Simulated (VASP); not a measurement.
```yaml
crystal:
  lattice:
    - [2.29839, -3.98093, 0.00000]
    - [2.29839, 3.98093, 0.00000]
    - [0.00000, 0.00000, 7.27175]
  atoms:
    - { symbol: Mg, position: [0.00000, 0.00000, 0.00000] }
    - { symbol: Mg, position: [0.33333, 0.66667, 0.63252] }
    - { symbol: Mg, position: [0.66667, 0.33333, 0.36748] }
    - { symbol: Sb, position: [0.33333, 0.66667, 0.22538] }
    - { symbol: Sb, position: [0.66667, 0.33333, 0.77462] }
```

All values below come from PBE GGA, VASP's PBE PAW potentials (set 64) (plane waves; VASP). Numerical set-up: 400 eV cut-off, 6×6×4 Γ-centred mesh, tetrahedra with Blöchl corrections, potentials Mg Sb.

The cores are frozen, which limits the accuracy of field gradients.

Q: Give the principal components of the electric field gradient (V/Å²) and the asymmetry η at each nucleus.

A: 
| atom | Vxx | Vyy | Vzz | η |
|---|---|---|---|---|
| Mg1 | -0.7 | -0.7 | 1.4 | 0.00 |
| Mg2 | -0.6 | -0.6 | 1.2 | 0.00 |
| Mg3 | -0.6 | -0.6 | 1.2 | 0.00 |
| Sb4 | -20.5 | -20.5 | 41.0 | 0.00 |
| Sb5 | -20.5 | -20.5 | 41.0 | 0.00 |

The compound is Mg3Sb2 in the a-la2o3 structure. It was relaxed first.
